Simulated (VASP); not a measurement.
An input for Ansatz (written as the equivalent of a VASP run, and not itself run):

Ansatz 0.2 input:
```yaml
crystal:
  lattice:
    - [2.8628020, 0.0000000, 0.0000000]
    - [0.0000000, 2.8628020, 0.0000000]
    - [0.0000000, 0.0000000, 2.8628020]
  atoms:
    - { symbol: Al, position: [0.5000000, 0.5000000, 0.5000000] }
    - { symbol: Ni, position: [0.0000000, 0.0000000, 0.0000000] }
kpoints:
  mp_grid: { grid: [11, 11, 11] }
hamiltonian:
  xc: pbesol
  pseudopotentials: { kind: paw }
scf:
  occupations: { method: methfessel_paxton, width: 0.1 }
  max_iter: 100
relax:
  max_steps: 60
  f_tol: 0.01
  cell: {}
output: { forces: true, stress: true, eigenvalues: true }
```

**Question.** Write the VASP files for the same calculation (PBEsol).

**Answer.** Several could match; the one computed here: 
### INCAR
```
SYSTEM = NiAl
PREC = Accurate
ENCUT = 400
EDIFF = 1E-6
NELM = 100
ALGO = Normal
LREAL = .FALSE.
LASPH = .TRUE.
ISMEAR = 1
SIGMA = 0.1
GGA = PS
LMAXMIX = 4
LWAVE = .FALSE.
LCHARG = .FALSE.
IBRION = 2
ISIF = 3
NSW = 60
EDIFFG = -0.01
```

**POSCAR**
```
NiAl
1.0
  2.8628019766   0.0000000000   0.0000000000
  0.0000000000   2.8628019766   0.0000000000
  0.0000000000   0.0000000000   2.8628019766
Al Ni
1 1
direct
  0.5000000000   0.5000000000   0.5000000000
  0.0000000000   0.0000000000   0.0000000000
```

File KPOINTS:
```
Automatic mesh
0
Gamma
11 11 11
0 0 0
```

POTCAR, in this order: Al Ni (PBE.64 set). Program: vasp_std.

Limits of the translation: each code has its own PAW files, so the cut-off isn't converted (ENCUT is set for VASP's; basis.ecutwfc is left out, and Ansatz then takes the one that its files recommend); Ansatz stops its SCF on the density residual and VASP on the energy change (EDIFF).

The compound is NiAl in the CsCl type structure. It was relaxed first. The start is the result of an earlier pass.
